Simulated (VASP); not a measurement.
Data:

```
MgF2
1.0
    4.53235     0.00000     0.00000
    0.00000     4.53235     0.00000
    0.00000     0.00000     2.99917
Mg F
2 4
Cartesian
  0.00000   0.00000   0.00000
  2.26618   2.26618   1.49958
  1.37221   1.37221   0.00000
  3.63839   0.89397   1.49958
  0.89397   3.63839   1.49958
  3.16014   3.16014   0.00000
```

Method: LDA (Ceperley-Alder, Perdew-Zunger), VASP's LDA PAW potentials (set 64) (plane waves; VASP). Settings: 520 eV cut-off, 6×6×8 Γ-centred mesh, tetrahedra with Blöchl corrections, potentials Mg F.

The cores are frozen, which limits the accuracy of field gradients.

**Question.** Give the principal components of the electric field gradient (V/Å²) and the asymmetry η at each nucleus.

**Answer.** 
| atom | Vxx | Vyy | Vzz | η |
|---|---|---|---|---|
| Mg1 | -5.1 | -2.8 | 7.9 | 0.29 |
| Mg2 | -5.1 | -2.8 | 7.9 | 0.29 |
| F3 | 29.0 | 16.3 | -45.3 | 0.28 |
| F4 | 29.0 | 16.3 | -45.3 | 0.28 |
| F5 | 29.0 | 16.3 | -45.3 | 0.28 |
| F6 | 29.0 | 16.3 | -45.3 | 0.28 |

The compound is MgF2 in the rutile structure. It was relaxed first, which changed the volume by -5 %.
